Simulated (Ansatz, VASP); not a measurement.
Ca2BeCl6: VASP beside Ansatz

```
CELL_PARAMETERS angstrom
0.00000 4.53527 4.53527
4.53527 0.00000 4.53527
4.53527 4.53527 0.00000
ATOMIC_POSITIONS crystal
Ca 0.25000 0.25000 0.25000
Ca 0.75000 0.75000 0.75000
Be 0.00000 0.00000 0.00000
Cl 0.75000 0.25000 0.25000
Cl 0.25000 0.75000 0.75000
Cl 0.25000 0.75000 0.25000
Cl 0.75000 0.25000 0.75000
Cl 0.25000 0.25000 0.75000
Cl 0.75000 0.75000 0.25000
```

Change from the starting cell: ordered vacancies on the cation sites of perovskite (Fm-3m, No. 225).

Alike in both runs: task single point; functional PBE; k mesh 4 × 4 × 4; occupations gaussian, width 0.1 eV; no spin polarisation.

|  | VASP | Ansatz |
| --- | --- | --- |
| version | VASP 6.6.1 | Ansatz 0.2.0 |
| potentials or method | VASP PAW PBE potentials, release 64 (Ca_sv, Be, Cl) | scalar-relativistic, plane waves, PAW |
| plane-wave cutoff (eV) | 520 | 420 |
| valence electrons in the cell | 64 | 64 |

|  | VASP | Ansatz | Ansatz less VASP |
| --- | --- | --- | --- |
| gap on the k mesh at the Fermi level (eV) | 3.60 | 3.60 | -0.007 |
| least direct gap on the mesh (eV) | 3.60 | 3.60 | -0.007 |
| pressure (GPa) | 0.1 | 0.1 | +0.05 |
| rms of the force components (eV/Å) | 0.322 | 0.322 | +0.0004 |
